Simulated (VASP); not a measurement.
OSZICAR of a VASP run on Gd (hcp):

**OSZICAR**
```
       N       E                     dE             d eps       ncg     rms          rms(c)
DAV:   1    -0.197618645155E+02   -0.19762E+02   -0.82033E+03  1472   0.105E+03
DAV:   2    -0.622022365163E+02   -0.42440E+02   -0.41504E+02  1651   0.214E+02
DAV:   3    -0.637511457394E+02   -0.15489E+01   -0.14678E+01  1989   0.258E+01
DAV:   4    -0.637925942977E+02   -0.41449E-01   -0.41039E-01  2236   0.381E+00
DAV:   5    -0.637945619120E+02   -0.19676E-02   -0.19621E-02  2248   0.447E-01    0.267E+01
DAV:   6    -0.615404221183E+02    0.22541E+01   -0.37392E-01  1831   0.636E+00    0.146E+01
DAV:   7    -0.600318956472E+02    0.15085E+01   -0.56812E-01  1691   0.706E+00    0.152E+00
DAV:   8    -0.611831106174E+02   -0.11512E+01   -0.60742E-01  1666   0.625E+00    0.373E+00
DAV:   9    -0.613092149881E+02   -0.12610E+00   -0.38120E-02  2026   0.156E+00    0.161E+00
DAV:  10    -0.612530927238E+02    0.56122E-01   -0.54573E-03  2307   0.548E-01    0.176E+00
DAV:  11    -0.612266578337E+02    0.26435E-01   -0.73876E-04  1860   0.347E-01    0.185E+00
DAV:  12    -0.612070468797E+02    0.19611E-01   -0.16992E-01  1476   0.448E+00    0.102E+00
DAV:  13    -0.612072170671E+02   -0.17019E-03   -0.17639E-03  1866   0.394E-01    0.110E+00
DAV:  14    -0.612071537373E+02    0.63330E-04   -0.13036E-03  1611   0.308E-01    0.796E-01
DAV:  15    -0.612074910196E+02   -0.33728E-03   -0.82335E-05  1977   0.814E-02    0.745E-01
DAV:  16    -0.612080181159E+02   -0.52710E-03   -0.97143E-04  1541   0.341E-01    0.499E-01
DAV:  17    -0.612081396434E+02   -0.12153E-03   -0.34681E-04  1561   0.197E-01    0.136E-01
DAV:  18    -0.612084512086E+02   -0.31157E-03   -0.20631E-04  1611   0.108E-01    0.873E-02
DAV:  19    -0.612085614164E+02   -0.11021E-03   -0.63325E-05  2278   0.655E-02    0.181E-01
DAV:  20    -0.612086112865E+02   -0.49870E-04   -0.58068E-05  1541   0.595E-02    0.202E-01
DAV:  21    -0.612086341410E+02   -0.22854E-04   -0.19450E-05  1706   0.514E-02    0.172E-01
DAV:  22    -0.612086504480E+02   -0.16307E-04   -0.18785E-05  1636   0.337E-02    0.130E-01
DAV:  23    -0.612086365062E+02    0.13942E-04   -0.66342E-06  1756   0.257E-02    0.699E-02
DAV:  24    -0.612086411428E+02   -0.46365E-05   -0.64100E-07  2192   0.754E-03    0.285E-02
DAV:  25    -0.612086375500E+02    0.35928E-05   -0.31437E-07  1731   0.713E-03    0.140E-02
DAV:  26    -0.612086416523E+02   -0.41023E-05   -0.41691E-07  1576   0.621E-03    0.650E-03
DAV:  27    -0.612086393859E+02    0.22663E-05   -0.83688E-08  1821   0.350E-03    0.300E-03
DAV:  28    -0.612086403628E+02   -0.97691E-06   -0.13201E-08  1483   0.118E-03    0.207E-03
DAV:  29    -0.612086390855E+02    0.12774E-05   -0.50003E-08  1581   0.266E-03    0.676E-04
DAV:  30    -0.612086394080E+02   -0.32253E-06   -0.39922E-09   868   0.668E-04    0.816E-04
DAV:  31    -0.612086392366E+02    0.17145E-06   -0.18992E-09   858   0.475E-04    0.163E-04
DAV:  32    -0.612086395395E+02   -0.30298E-06   -0.98934E-10   848   0.412E-04    0.183E-04
DAV:  33    -0.612086395781E+02   -0.38581E-07   -0.12981E-10   838   0.120E-04    0.110E-04
DAV:  34    -0.612086395927E+02   -0.14609E-07   -0.62597E-11   838   0.698E-05    0.240E-05
DAV:  35    -0.612086396020E+02   -0.92473E-08   -0.89420E-11   823   0.890E-05
   1 F= -.61208640E+02 E0= -.61209114E+02  d E =-.612086E+02
```

### Question
Which electronic solver shows in the log?

### Answer
It is blocked Davidson (ALGO = Normal, or the opening steps of other solvers). The INCAR had ALGO = Normal.

### Question
Can the final energy be trusted as converged?

### Answer
Self-consistency was reached. It stopped with EDIFF = 1E-8, NELM = 100, NSW = 30 and EDIFFG = -0.001 after 1 ionic step (r2SCAN meta-GGA, plane waves, VASP's PBE PAW potentials (set 64)). The 4f electrons are frozen in the core of the lanthanide potential, so 4f levels, which can set the real gap, and their magnetism are missing.

The compound is Gd in the hcp structure. It was relaxed first. The start is the result of an earlier pass.
